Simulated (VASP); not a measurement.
Level of theory: PBEsol GGA, VASP's PBE PAW potentials (set 64) (plane waves; VASP).

The input files of a VASP run:

### INCAR
```
ALGO = Normal
EDIFF = 1E-6
EDIFFG = -0.01
ENCUT = 400
GGA = PS
IBRION = 2
ISIF = 3
ISMEAR = 0
LASPH = .TRUE.
LCHARG = .FALSE.
LREAL = .FALSE.
LWAVE = .FALSE.
NELM = 100
NSW = 60
PREC = Accurate
SIGMA = 0.05
SYSTEM = NaCl
```

### KPOINTS
```
Automatic mesh
0
Gamma
7 7 7
0 0 0
```

POSCAR:
```
NaCl
1
    0.0000000000     2.7959587678     2.7959587678
    2.7959587678     0.0000000000     2.7959587678
    2.7959587678     2.7959587678     0.0000000000
Cl Na
1 1
Direct
  0.0000000000   0.0000000000   1.0000000000
  0.5000000000   0.5000000000   0.5000000000
```

POTCAR, in this order: Cl Na_pv (PBE.64 set). Program: vasp_std.

The resulting files:

**OSZICAR**
```
       N       E                     dE             d eps       ncg     rms          rms(c)
DAV:   1     0.741529589319E+02    0.74153E+02   -0.63824E+03   440   0.106E+03
DAV:   2    -0.178766793892E+01   -0.75941E+02   -0.71428E+02   545   0.247E+02
DAV:   3    -0.706762396790E+01   -0.52800E+01   -0.52448E+01   536   0.647E+01
DAV:   4    -0.715602443600E+01   -0.88400E-01   -0.88331E-01   497   0.933E+00
DAV:   5    -0.715822608299E+01   -0.22016E-02   -0.22015E-02   575   0.140E+00    0.189E+00
DAV:   6    -0.700504311601E+01    0.15318E+00   -0.30347E-01   511   0.444E+00    0.137E+00
DAV:   7    -0.699446677417E+01    0.10576E-01   -0.68201E-02   573   0.204E+00    0.910E-01
DAV:   8    -0.699786026170E+01   -0.33935E-02   -0.70205E-03   473   0.960E-01    0.219E-01
DAV:   9    -0.699780427944E+01    0.55982E-04   -0.17800E-04   530   0.128E-01    0.121E-01
DAV:  10    -0.699787598819E+01   -0.71709E-04   -0.20227E-04   467   0.109E-01    0.393E-02
DAV:  11    -0.699786922183E+01    0.67664E-05   -0.14653E-05   518   0.325E-02    0.117E-02
DAV:  12    -0.699786878917E+01    0.43265E-06   -0.23101E-06   470   0.111E-02
   1 F= -.69978688E+01 E0= -.69978688E+01  d E =-.699787E+01
```

**OUTCAR**
```
------------------------ aborting loop because EDIFF is reached ----------------------------------------
  FORCE on cell =-STRESS in cart. coord.  units (eV):
  Direction    XX          YY          ZZ          XY          YZ          ZX
  --------------------------------------------------------------------------------------
  Total       -0.0006619     -0.0006619     -0.0006619      0.0000000      0.0000000      0.0000000
  in kB       -0.0242612     -0.0242612     -0.0242612      0.0000000      0.0000000      0.0000000
  external PRESSURE =      -0.0242612 kB  Pullay stress =       0.0000000 kB
  volume of cell :       43.71
      direct lattice vectors                 reciprocal lattice vectors
     0.000000000  2.795958768  2.795958768    -0.178829533  0.178829533  0.178829533
     2.795958768  0.000000000  2.795958768     0.178829533 -0.178829533  0.178829533
     2.795958768  2.795958768  0.000000000     0.178829533  0.178829533 -0.178829533
  FREE ENERGIE OF THE ION-ELECTRON SYSTEM (eV)
  ---------------------------------------------------
  free  energy   TOTEN  =        -6.9978687892 eV

  energy  without entropy=       -6.9978687892  energy(sigma->0) =       -6.99786879

 reached required accuracy - stopping structural energy minimisation
```
(Selected blocks of OUTCAR.)

### OUTCAR
```
 val. band max:       -0.6337544037   @ k =   0.0000   0.0000   0.0000

 cond. band min:       4.3916550104   @ k =   0.0000   0.0000   0.0000


 Fermi energy:        -0.3895602941

 k-point     1 :       0.0000    0.0000    0.0000
  band No.  band energies     occupation
      1     -21.2367      2.00000
      2     -21.2367      2.00000
      3     -21.2367      2.00000
      4     -13.3395      2.00000
      5      -0.6338      2.00000
      6      -0.6338      2.00000
      7      -0.6338      2.00000
      8       4.3917      0.00000
      9      10.3871      0.00000
     10      10.3871      0.00000
     11      10.3871      0.00000

 k-point     2 :       0.1429    0.0000    0.0000
  band No.  band energies     occupation
      1     -21.2431      2.00000
      2     -21.2369      2.00000
      3     -21.2369      2.00000
      4     -13.2726      2.00000
      5      -1.1336      2.00000
      6      -0.6901      2.00000
      7      -0.6901      2.00000
      8       5.0414      0.00000
      9       9.7096      0.00000
     10      10.6325      0.00000
     11      10.6325      0.00000

 k-point     3 :       0.2857    0.0000    0.0000
  band No.  band energies     occupation
      1     -21.2577      2.00000
      2     -21.2381      2.00000
      3     -21.2381      2.00000
      4     -13.1166      2.00000
      5      -2.0189      2.00000
      6      -0.8117      2.00000
      7      -0.8117      2.00000
      8       6.1073      0.00000
      9       9.2865      0.00000
     10      10.6329      0.00000
     11      10.6329      0.00000

 k-point     4 :       0.4286    0.0000    0.0000
  band No.  band energies     occupation
      1     -21.2693      2.00000
      2     -21.2389      2.00000
      3     -21.2389      2.00000
      4     -12.9853      2.00000
      5      -2.6059      2.00000
      6      -0.9045      2.00000
      7      -0.9045      2.00000
      8       6.4680      0.00000
      9       9.8967      0.00000
...
```

The structure comes from a measured NaCl entry (Fm-3m) of the Crystallography Open Database, whose conditions weren't checked. It was relaxed first. The start is the result of an earlier pass.
